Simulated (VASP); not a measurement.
Calculation: PBEsol GGA, VASP's PBE PAW potentials (set 64) (plane waves; VASP 6.6.1).

The input files of a VASP run:

### POSCAR
```
TiP
1.0
  4.1977219721   0.0000000000   0.0000000000
 -2.0988609861   3.6353338448   0.0000000000
  0.0000000000   0.0000000000   4.7956809187
Ti P
2 2
Direct
  0.3333330000   0.6666670000   0.9374184941
  0.6666670000   0.3333330000   0.4374184941
  0.3333330000   0.6666670000   0.4375815059
  0.6666670000   0.3333330000   0.9375815059
```

### INCAR
```
PREC = Accurate
IBRION = 2   # conjugate gradients
EDIFF = 1E-6   # SCF stop (eV)
SYSTEM = TiP
LREAL = F   # projection in real space or not
ALGO = Normal   # blocked Davidson
LCHARG = F
LMAXMIX = 4   # l cut-off of mixed one-centre charges
NELM = 100
ISMEAR = 1
ISIF = 3
GGA = PS   # PBEsol
SIGMA = 0.1   # width (eV)
NSW = 60   # most ionic steps
LWAVE = F
ENCUT = 400
EDIFFG = -0.02
LASPH = T   # aspherical one-centre terms
```

KPOINTS:
```
Automatic mesh
0
Gamma
8 8 6
0 0 0
```

POTCAR, in this order: Ti_sv P (PBE.64 set). Program: vasp_std.

Output of the run:

### OUTCAR
```
 ion  position               nearest neighbor table
   1  0.333  0.667  0.937-   3 2.40   3 2.40   4 2.42   4 2.42   4 2.42
   2  0.667  0.333  0.437-   4 2.40   4 2.40   3 2.42   3 2.42   3 2.42
   3  0.333  0.667  0.438-   1 2.40   1 2.40   2 2.42   2 2.42   2 2.42
   4  0.667  0.333  0.938-   2 2.40   2 2.40   1 2.42   1 2.42   1 2.42
  LATTYP: Found a hexagonal cell.
 ALAT       =     4.1977219721
 C/A-ratio  =     1.1424484400
 Subroutine PRICEL returns:
 Original cell was already a primitive cell.
 Subroutine GETGRP returns: Found 12 space group operations
The static configuration has the point symmetry C_3v.
 The point group associated with its full space group is C_6v.
The dynamic configuration has the point symmetry C_3v.
 Subroutine INISYM returns: Found 12 space group operations
 Subroutine IBZKPT returns following result:
 Found     40 irreducible k-points:

 Following reciprocal coordinates:
            Coordinates               Weight
  0.000000  0.000000  0.000000      1.000000
  0.125000  0.000000  0.000000      6.000000
  0.250000  0.000000  0.000000      6.000000
  0.375000  0.000000  0.000000      6.000000
  0.500000  0.000000  0.000000      3.000000
  0.125000  0.125000  0.000000      6.000000
  0.250000  0.125000  0.000000     12.000000
  0.375000  0.125000  0.000000     12.000000
  0.250000  0.250000  0.000000      6.000000
  0.375000  0.250000  0.000000      6.000000
  0.000000  0.000000  0.166667      2.000000
  0.125000  0.000000  0.166667     12.000000
  0.250000  0.000000  0.166667     12.000000
  0.375000  0.000000  0.166667     12.000000
  0.500000  0.000000  0.166667      6.000000
  0.125000  0.125000  0.166667     12.000000
  0.250000  0.125000  0.166667     24.000000
  0.375000  0.125000  0.166667     24.000000
  0.250000  0.250000  0.166667     12.000000
  0.375000  0.250000  0.166667     12.000000
  0.000000  0.000000  0.333333      2.000000
  0.125000  0.000000  0.333333     12.000000
  0.250000  0.000000  0.333333     12.000000
  0.375000  0.000000  0.333333     12.000000
  0.500000  0.000000  0.333333      6.000000
  0.125000  0.125000  0.333333     12.000000
  0.250000  0.125000  0.333333     24.000000
  0.375000  0.125000  0.333333     24.000000
  0.250000  0.250000  0.333333     12.000000
  0.375000  0.250000  0.333333     12.000000
  0.000000  0.000000  0.500000      1.000000
  0.125000  0.000000  0.500000      6.000000
  0.250000  0.000000  0.500000      6.000000
  0.375000  0.000000  0.500000      6.000000
  0.500000  0.000000  0.500000      3.000000
  0.125000  0.125000  0.500000      6.000000
  0.250000  0.125000  0.500000     12.000000
  0.375000  0.125000  0.500000     12.000000
  0.250000  0.250000  0.500000      6.000000
  0.375000  0.250000  0.500000      6.000000
   k-points           NKPTS =     40   k-points in BZ     NKDIM =     40   number of bands    NBANDS=     21
   number of dos      NEDOS =    301   number of ions     NIONS =      4
   total plane-waves  NPLWV =  25088
   dimension x,y,z NGX =    28 NGY =   28 NGZ =   32
   dimension x,y,z NGXF=    56 NGYF=   56 NGZF=   64
   ions per type =               2   2
   PREC   = accura    normal or accurate (medium, high low for compatibility)
   ISTART =      0    job   : 0-new  1-cont  2-samecut
   ICHARG =      2    charge: 1-file 2-atom 10-const
   ISPIN  =      1    spin polarized calculation?
   LNONCOLLINEAR =      F non collinear calculations
   LSORBIT =      F    spin-orbit coupling
   INIWAV =      1    electr: 0-lowe 1-rand  2-diag
   ENCUT  =  400.0 eV  29.40 Ry    5.42 a.u.   6.85  6.85  7.82*2*pi/ulx,y,z
   NELM   =    100;   NELMIN=  2; NELMDL= -5     # of ELM steps
...
```

### OSZICAR
```
       N       E                     dE             d eps       ncg     rms          rms(c)
DAV:   1     0.332995614226E+03    0.33300E+03   -0.15112E+04  1696   0.149E+03
DAV:   2     0.791162228883E+01   -0.32508E+03   -0.31867E+03  1734   0.461E+02
DAV:   3    -0.333723335369E+02   -0.41284E+02   -0.40719E+02  3044   0.139E+02
DAV:   4    -0.367302881624E+02   -0.33580E+01   -0.33248E+01  2410   0.347E+01
DAV:   5    -0.369433110028E+02   -0.21302E+00   -0.21294E+00  2542   0.718E+00    0.184E+01
DAV:   6    -0.321231733820E+02    0.48201E+01   -0.40205E+01  2236   0.534E+01    0.637E+00
DAV:   7    -0.319429598257E+02    0.18021E+00   -0.45566E+00  2227   0.178E+01    0.440E+00
DAV:   8    -0.319289801184E+02    0.13980E-01   -0.31439E-01  2333   0.434E+00    0.695E-01
DAV:   9    -0.319256864795E+02    0.32936E-02   -0.55552E-02  2275   0.208E+00    0.333E-01
DAV:  10    -0.319264043430E+02   -0.71786E-03   -0.24318E-03  2152   0.472E-01    0.879E-02
DAV:  11    -0.319264134516E+02   -0.91085E-05   -0.20297E-04  2575   0.105E-01    0.216E-02
DAV:  12    -0.319264133622E+02    0.89369E-07   -0.32323E-05  2318   0.482E-02    0.668E-03
DAV:  13    -0.319264134978E+02   -0.13557E-06   -0.25332E-06  1635   0.150E-02
   1 F= -.31926413E+02 E0= -.31925876E+02  d E =-.319264E+02
       N       E                     dE             d eps       ncg     rms          rms(c)
DAV:   1    -0.319511035458E+02   -0.24690E-01   -0.95133E-01  1700   0.113E+01    0.954E-01
DAV:   2    -0.319346702331E+02    0.16433E-01   -0.68519E-02  1909   0.255E+00    0.503E-01
DAV:   3    -0.319274095426E+02    0.72607E-02   -0.18543E-02  2053   0.128E+00    0.112E-01
DAV:   4    -0.319274472089E+02   -0.37666E-04   -0.34322E-03  2015   0.628E-01    0.477E-02
DAV:   5    -0.319274053481E+02    0.41861E-04   -0.44333E-04  2466   0.206E-01    0.359E-02
DAV:   6    -0.319274135719E+02   -0.82238E-05   -0.75419E-05  2567   0.727E-02    0.219E-02
DAV:   7    -0.319274066720E+02    0.69000E-05   -0.40919E-05  2290   0.482E-02    0.806E-03
DAV:   8    -0.319274067212E+02   -0.49189E-07   -0.20803E-06  1571   0.155E-02
   2 F= -.31927407E+02 E0= -.31926954E+02  d E =-.993223E-03
       N       E                     dE             d eps       ncg     rms          rms(c)
DAV:   1    -0.319320311658E+02   -0.46245E-02   -0.15088E-01  1710   0.451E+00    0.392E-01
DAV:   2    -0.319292454976E+02    0.27857E-02   -0.11147E-02  1911   0.112E+00    0.197E-01
DAV:   3    -0.319281586365E+02    0.10869E-02   -0.26346E-03  2043   0.516E-01    0.367E-02
DAV:   4    -0.319281733210E+02   -0.14685E-04   -0.49147E-04  2053   0.228E-01    0.158E-02
DAV:   5    -0.319281701385E+02    0.31825E-05   -0.61860E-05  2468   0.712E-02    0.148E-02
DAV:   6    -0.319281695771E+02    0.56138E-06   -0.77121E-06  1942   0.266E-02
   3 F= -.31928170E+02 E0= -.31927674E+02  d E =-.175608E-02
```

**OUTCAR**
```
------------------------ aborting loop because EDIFF is reached ----------------------------------------
  FORCE on cell =-STRESS in cart. coord.  units (eV):
  Direction    XX          YY          ZZ          XY          YZ          ZX
  --------------------------------------------------------------------------------------
  Total       -0.0514438     -0.0514438     -0.0507583      0.0000000      0.0000000      0.0000000
  in kB       -1.1278209     -1.1278209     -1.1127932      0.0000000      0.0000000      0.0000000
  external PRESSURE =      -1.1228117 kB  Pullay stress =       0.0000000 kB
  volume of cell :       73.08
      direct lattice vectors                 reciprocal lattice vectors
     4.187253960  0.000000000  0.000000000     0.238820002  0.137882793  0.000000000
    -2.093626980  3.626268281  0.000000000    -0.000000000  0.275765587  0.000000000
     0.000000000  0.000000000  4.812980660     0.000000000  0.000000000  0.207771456
 POSITION                                       TOTAL-FORCE (eV/Angst)
 -----------------------------------------------------------------------------------
     -0.00000      2.41751      4.51214         0.000000      0.000000      0.000907
      2.09363      1.20875      2.10565        -0.000000     -0.000000      0.000907
     -0.00000      2.41751      2.10571         0.000000     -0.000000     -0.000907
      2.09363      1.20875      4.51220        -0.000000     -0.000000     -0.000907
 -----------------------------------------------------------------------------------
    total drift:                               -0.003377      0.001950     -0.000255
  FREE ENERGIE OF THE ION-ELECTRON SYSTEM (eV)
  ---------------------------------------------------
  free  energy   TOTEN  =       -31.9281695771 eV

  energy  without entropy=      -31.9266831801  energy(sigma->0) =      -31.92767411

 reached required accuracy - stopping structural energy minimisation
```
(Selected blocks of OUTCAR.)

CONTCAR:
```
TiP
   1.00000000000000
     4.1872539601914909    0.0000000000001440    0.0000000000000000
    -2.0936269801454959    3.6262682807176154    0.0000000000000000
     0.0000000000000000    0.0000000000000000    4.8129806597465947
  Ti              P
     2     2
Direct
     0.3333330000000032    0.6666669999999968    0.9374936299420127
     0.6666669999999968    0.3333330000000032    0.4374936299420127
     0.3333330000000032    0.6666669999999968    0.4375063700579873
     0.6666669999999968    0.3333330000000032    0.9375063700579873
```

The structure was generated: TiP was put into the wurtzite type (P6_3mc), which need not be its known phase. This run relaxes it. It ends in space group P6_3/mmc. Symmetry was kept, so distortions that lower it aren't found. The start is the result of an earlier pass.
